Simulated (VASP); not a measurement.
Method: r2SCAN meta-GGA, VASP's PBE PAW potentials (set 64) (plane waves; VASP).

The input files of a VASP run:

### POSCAR
```
MgB2
1.0
  1.5377647260  -2.6634861449   0.0000000000
  1.5377647260   2.6634861449   0.0000000000
  0.0000000000   0.0000000000   3.4809287100
Mg B
1 2
Cart
  0.0000000000   0.0000000000   3.4809287100
  1.5377647260   0.8878304906   1.7404643550
  1.5377647260  -0.8878304906   1.7404643550
```

### KPOINTS
```
Automatic mesh
0
Gamma
 11 11 9
```

### INCAR
```
# general
SYSTEM  = MgB2
PREC    = Accurate
ENCUT   = 520   # plane-wave cut-off (eV)
LREAL   = .False.
LASPH   = .True.   # aspherical one-centre terms

# electronic loop
EDIFF   = 1E-7   # SCF stop (eV)
NELM    = 100   # most electronic steps
ALGO    = Normal   # blocked Davidson
LMIXTAU = .True.

# smearing
ISMEAR  = 1   # Methfessel-Paxton
SIGMA   = 0.1   # width (eV)

# functional
METAGGA = R2SCAN

# ions
IBRION  = 2
NSW     = 30   # most ionic steps
ISIF    = 4   # ions and shape, fixed volume
EDIFFG  = -0.01   # ionic stop

# output
LWAVE   = .False.
LCHARG  = .False.
```

POTCAR, in this order: Mg B (PBE.64 set). Program: vasp_std.

**Question.** What will the output report for the number of irreducible k-points (NKPTS), largest plane-wave count, number of space-group operations, FFT grid (NGX, NGY, NGZ)?

**Answer.** 
| Item | Result |
|---|---|
| number of irreducible k-points (NKPTS) | 80 |
| largest plane-wave count | 781 |
| number of space-group operations | 24 |
| FFT grid (NGX, NGY, NGZ) | 24 × 24 × 28 |

The compound is MgB2 in the AlB2 type structure. This run relaxes it. Symmetry was kept, so distortions that lower it aren't found.
